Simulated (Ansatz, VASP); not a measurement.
## Ge2Se3 (Ge2Se3 glass) in two plane-wave programs

Aim: how closely do two programs agree when they are given the same cell, functional and k mesh? The structure shown is the end of the Ansatz relaxation below.

Method: plane waves, with VASP 6.6.1 beside it; single point at LDA, in Ansatz 0.2.0.

## Step 1: The starting structure

The cell holds 95 atoms: 38 Ge and 57 Se. Cell: a = 14.216 Å, b = 13.113 Å, c = 13.132 Å, α = 90.0°, β = 90.0°, γ = 90.0°. As first built, before any earlier steps moved the atoms (in the runner's words): 95 atoms (38 Ge, 57 Se) placed at random at 4.36 g/cm^3 and pushed apart to contact distance.

## Step 2: Ansatz: relaxation, LDA

Ansatz runs on its default PAW (the set named soft_2) files.

This run makes the geometry at which the two programs are then compared.

Contents of input.yaml:

```yaml
crystal:
  lattice:
    - [15.15583, 0.0, 0.0]
    - [0.0, 13.68697, 0.0]
    - [0.0, 0.0, 14.13247]
  atoms:
    - { symbol: Ge, position: [0.59792, 0.76339, 0.5193] }
    - { symbol: Ge, position: [0.20386, 0.77293, 0.14868] }
    # ... one line an atom, as in the record's system
kpoints:
  mp_grid: { grid: [1, 1, 1] }
hamiltonian:
  xc: lda
scf:
  occupations: { method: fermi_dirac, width: 0.05 }
output:
  forces: true
  stress: true
relax:
  f_tol: 0.04
  max_steps: 60
  cell: { stress_tol: 0.1, fix: [alpha, beta, gamma] }
```

Launch:

```sh
$ ansatz run input.yaml --threads 32 --pin off --max-ram 92160MiB --backend cuda --events-out ev --progress --plain --runs-dir out --max-vram 78GiB
```

Numbers of over 12 decimals in the logs are rounded to 6 here.

The log of the run:

```text
Engine: ansatz 0.2.0, aarch64-unknown-linux-gnu
Pseudopotentials: kind: paw
Pseudopotential: Ge, paw, valence charge 14, recommended cutoff 420 eV (normal), Ge.paw.azcp
Pseudopotential: Se, paw, valence charge 16, recommended cutoff 420 eV (normal), Se.paw.azcp
[...]
Crystal: 95 atoms, lattice volume = 2931.603 Å³
Basis set: ecut = 420 eV, 57377 PW (Γ)
Bands: 867, of which v1, the nominal top of the filled ones, is band 722 counted from 1 (721 counted from 0)
k-points: 1
PAW frozen core: Ge, regenerated for the run's functional, and the local potential with it (the file was generated under x = pbe(κ = 0.804, μ = 0.219515), c = pbe(β = 0.066725))
PAW frozen core: Se, regenerated for the run's functional, and the local potential with it (the file was generated under x = pbe(κ = 0.804, μ = 0.219515), c = pbe(β = 0.066725))
[...]
relax step   1: F+E_penalty+E_count = -467048.13146771 eV  Δ(F+E_penalty+E_count) = +0.000e0 eV  max|allowed force component| = 4.096e-1 eV/Å  Δτ_max = 0.0000 Å  P = -3.197 GPa  Ω = 2931.603 Å³
[... from here on, the SCF cycles and remarks between the steps are left out ...]
relax step   2: F+E_penalty+E_count = -467051.07618139 eV  Δ(F+E_penalty+E_count) = -2.945e0 eV  max|allowed force component| = 4.472e-1 eV/Å  Δτ_max = 0.1170 Å  P = +1.242 GPa  Ω = 2529.628 Å³
relax step   3: F+E_penalty+E_count = -467051.75601814 eV  Δ(F+E_penalty+E_count) = -6.798e-1 eV  max|allowed force component| = 1.718e-1 eV/Å  Δτ_max = 0.1524 Å  P = -0.014 GPa  Ω = 2547.963 Å³
relax step   5: F+E_penalty+E_count = -467052.13843594 eV  Δ(F+E_penalty+E_count) = -1.160e-1 eV  max|allowed force component| = 2.822e-1 eV/Å  Δτ_max = 0.1088 Å  P = +0.010 GPa  Ω = 2455.819 Å³
relax step   7: F+E_penalty+E_count = -467052.24073335 eV  Δ(F+E_penalty+E_count) = -4.103e-2 eV  max|allowed force component| = 1.023e-1 eV/Å  Δτ_max = 0.2000 Å  P = +0.024 GPa  Ω = 2453.457 Å³
relax step   9: F+E_penalty+E_count = -467052.28240593 eV  Δ(F+E_penalty+E_count) = -1.373e-2 eV  max|allowed force component| = 6.361e-2 eV/Å  Δτ_max = 0.0425 Å  P = -0.006 GPa  Ω = 2450.694 Å³
relax step  11: F+E_penalty+E_count = -467052.30484223 eV  Δ(F+E_penalty+E_count) = -9.392e-3 eV  max|allowed force component| = 5.903e-2 eV/Å  Δτ_max = 0.1068 Å  P = +0.009 GPa  Ω = 2448.063 Å³
relax step  12: F+E_penalty+E_count = -467052.31054560 eV  Δ(F+E_penalty+E_count) = -5.703e-3 eV  max|allowed force component| = 3.549e-2 eV/Å  Δτ_max = 0.0513 Å  P = +0.004 GPa  Ω = 2448.069 Å³
relax step  13: F+E_penalty+E_count = -467052.23661668 eV  Δ(F+E_penalty+E_count) = +7.393e-2 eV  max|allowed force component| = 3.579e-2 eV/Å  Δτ_max = 0.0000 Å  P = +0.001 GPa  Ω = 2448.069 Å³
basis re-selected at this cell: Δ(F+E_penalty+E_count) = +7.393e-2 eV, ΔP = -0.002 GPa vs the last step (what re-selecting the basis moved, of the pressure what is left beyond the Pulay correction that the steps carried, after the strain that the cell walked since its last selection, with what the two solves' SCF thresholds leave and, on support functions, any second-order correction that the steps lacked; it is no measure of the basis error at this ecutwfc). The dense FFT grid was sized anew with the basis: this SCF ran on 96×90×90 points, the steps before it on 108×96×96, so part of this shift can come from that change (see relax.cell in the input reference). [rest of the remark cut]
SCF converged after 7 iterations
Free energy (F): -467052.236617 eV
Internal energy: -467052.236190 eV  (E = F + TS)
E sigma→0 (E₀):  -467052.236403 eV
Entropy (-TS):   -0.000427 eV (-0.004 meV/atom)
Fermi energy:    7.260542 eV
--- Forces (eV/Å), atoms counted from 1 ---
  max |Σ_I F_I| component: 3.92e-5 eV/Å
--- Stress (GPa, compression-positive) ---
        0.000917      -0.271583       0.398178
       -0.271583       0.010468       0.053454
        0.398178       0.053454      -0.007110
  P = ⅓ Tr σ = 0.0014 GPa (0.014 kbar)
--- Band table (eV) ---
--- Relaxed structure (12 steps of the walk, 12 accepted, 1 SCFs on fresh bases) ---
  F+E_penalty+E_count = -467052.23661668 eV   max|allowed force component| = 3.579e-2 eV/Å   (the final SCF, on the basis selected at the relaxed cell)
  cell:  # Å, volume = 2448.0688 Å³
    - [14.215917, 0, 0]
    - [0, 13.113394, 0]
    - [0, 0, 13.132084]
  atoms:
    [... one line an atom ...]
```

## Step 3: VASP: single point, LDA

The same cell, functional (in two slightly different forms), mesh and smearing now go to VASP, with its own data sets.

Lines of VASP's logs that name or quote its potential files are left out, and so is its time.

Contents of INCAR:

```
SYSTEM = Ge2Se3
PREC = Accurate
ENCUT = 410
EDIFF = 1E-06
NELM = 120
ISMEAR = -1
SIGMA = 0.05
LREAL = Auto
ALGO = Normal
GGA = PW92
NBANDS = 512
LORBIT = 11
LWAVE = .FALSE.
LCHARG = .FALSE.
ISIF = 2
LASPH = .TRUE.
GGA_COMPAT = .FALSE.
EFERMI = MIDGAP
NCORE = 2
```

Contents of POSCAR:

```
Ge2Se3
1.0
   14.2159170000      0.0000000000      0.0000000000
    0.0000000000     13.1133940000      0.0000000000
    0.0000000000      0.0000000000     13.1320840000
Ge Se
38 57
Direct
    0.6000500000      0.7680800000      0.5271600000
    0.2039100000      0.7838600000      0.1515700000
    0.7718500000      0.3157900000      0.7145200000
    0.1092800000      0.6577900000      0.3727500000
    0.1286200000      0.4699700000      0.4469600000
    0.5945200000      0.5054500000      0.4078300000
    0.2626900000      0.3330100000      0.9627400000
    0.6873000000      0.7193000000      0.2650500000
    0.4250700000      0.1450700000      0.2990900000
    0.9275200000      0.7898200000      0.2519700000
    0.1950100000      0.9610600000      0.3243600000
    0.8169400000      0.6003600000      0.9695700000
    0.1540200000      0.6222500000      0.6691100000
    0.5902600000      0.1171700000      0.0480600000
    0.6854300000      0.2120800000      0.4559100000
    0.4887500000      0.2937700000      0.6992000000
    0.4993000000      0.8407300000      0.9134300000
    0.5714800000      0.3612900000      0.9401300000
    0.3352300000      0.0815100000      0.9764500000
    0.0409800000      0.1384500000      0.3993400000
    0.5228900000      0.4834800000      0.2053900000
    0.5168500000      0.9815600000      0.6800600000
    0.8258200000      0.6348000000      0.4570300000
    0.0079000000      0.3232900000      0.2056500000
    0.0411300000      0.2977200000      0.9222100000
    0.9480400000      0.0273700000      0.9538700000
    0.8458100000      0.6358000000      0.7050100000
    0.7969600000      0.8509000000      0.8745500000
    0.0353900000      0.8554000000      0.7579900000
    0.9109800000      0.3393000000      0.4417500000
[... 59 atom lines left out ...]
    0.3599300000      0.5271400000      0.1382400000
    0.0438100000      0.2754100000      0.5323600000
    0.9751900000      0.4737100000      0.3427900000
    0.7169700000      0.6843500000      0.8303500000
    0.4325500000      0.8328000000      0.0783400000
    0.6384600000      0.9401400000      0.9139600000
```

Contents of KPOINTS:

```
Automatic mesh
0
Gamma
1 1 1
0 0 0
```

Potentials, in the order of the species: Ge_d and Se (LDA family, release 64).

Launch:

```sh
$ mpirun -np 8 vasp_gam
```

The log of the run:

```text
[banner, memory and clock lines left out]
running    8 mpi-ranks, on    1 nodes
[...]
|                                                                             |
|               ----> ADVICE to this user running VASP <----                  |
|                                                                             |
|     You enforced a specific xc type in the INCAR file but a different       |
|     [... a line on the potential file left out ...]
|     I HOPE YOU KNOW WHAT YOU ARE DOING!                                     |
|                                                                             |

 LDA part: xc-table for (Slater(with rela. corr.)+PW92), standard interpolation
 POSCAR, INCAR and KPOINTS ok, starting setup
[...]
entering main loop
       N       E                     dE             d eps       ncg     rms          rms(c)
DAV:   1     0.187626693163E+05    0.18763E+05   -0.28320E+05  1200   0.326E+03
DAV:   2     0.420867897424E+04   -0.14554E+05   -0.14174E+05  1024   0.863E+02
DAV:   3     0.262394215456E+03   -0.39463E+04   -0.37669E+04  1160   0.275E+02
DAV:   4    -0.400340541504E+03   -0.66273E+03   -0.62714E+03  1224   0.116E+02
[...]
DAV:  16    -0.443154678587E+03   -0.25854E-05   -0.15666E-05   840   0.109E-02    0.377E-03
DAV:  17    -0.443154680184E+03   -0.15965E-05   -0.10248E-05   720   0.598E-03    0.218E-03
DAV:  18    -0.443154680706E+03   -0.52265E-06   -0.37106E-06   704   0.636E-03
   1 F= -.44315468E+03 E0= -.44315446E+03  d E =-.434606E-03
```

Parts of OUTCAR (step 3):

```text
  FREE ENERGIE OF THE ION-ELECTRON SYSTEM (eV)
  ---------------------------------------------------
  free  energy   TOTEN  =      -443.1546807062 eV

  energy  without entropy=     -443.1542461001  energy(sigma->0) =     -443.15446340
```

The run ends at a pressure of 0.00 GPa, with forces up to 0.063 eV/Å.

## Step 4: Comparison

Known differences besides the potentials themselves: the data sets hold 1444 valence electrons in Ansatz (on its default PAW (the set named soft_2) files) and 874 in VASP; the cutoff is 420 eV in Ansatz and 410 eV in VASP (PREC = Accurate, projectors in real space); VASP's log shows a relativistic correction to its local exchange, Ansatz's none. Total energies have different zeros and are not compared.

The two programs side by side:

| quantity | Ansatz | VASP | difference |
| --- | --- | --- | --- |
| gap on the k mesh (eV) | 0.904 | 0.903 | +0.001 |

A gap on the mesh is an upper bound, since the band edges may lie between its points.

## Step 5: Results

- difference in gap on the k mesh (single point, LDA): 0.0010 eV

The difference in gap on the k mesh is 0.0010 eV (single point, LDA), within the 0.08 eV picked in this series as the mark of a large difference. The data sets hold unlike numbers of valence electrons (1444 in Ansatz and 874 in VASP), so part of the differences comes from the potentials. Such differences can come from data sets, numerical settings and the points named under the comparisons, not from the functional's error against experiment.

[Lines on the potential files, build, host, timing and source positions are cut from VASP's logs without a mark.]

[Logs are printed without paths, hosts, clocks, repeated set-up lines and the standing remarks that a program may print on its own settings, such as how far it seeks lower states.]

[Hosts, paths, dates, database ids (printed as entryN), source tags and the programs' standing remarks are cut or masked in the printed files.]
